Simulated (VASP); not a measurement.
Here is the system:

```yaml
crystal:
  lattice:
    - [1.45364, -2.51777, 0.00000]
    - [1.45364, 2.51777, 0.00000]
    - [0.00000, 0.00000, 2.84274]
  atoms:
    - { symbol: W, position: [0.00000, 0.00000, 0.00000] }
    - { symbol: C, position: [0.33333, 0.66667, 0.50000] }
```

Method: revTPSS meta-GGA, VASP's PBE PAW potentials (set 64) (plane waves; VASP). Run with 520 eV cut-off, 16×16×14 Γ-centred mesh, tetrahedra with Blöchl corrections, potentials W_sv C.

Unless said otherwise, spin-orbit coupling is left out, though it shifts the bands of the heavy elements here.

**Question.** Predict the energy per atom (σ→0), band gap (over mesh and band path) with the smallest direct gap where there is one.

**Answer.** 
```json
{
 "band gap (over mesh and band path)": "none (metal, semimetal or under 0.01 eV)",
 "energy per atom (σ→0)": "7.158 eV/atom"
}
```

The absolute energy has meaning only against runs of the same code, potentials and settings.

The compound is WC in the wc structure. It was relaxed first.
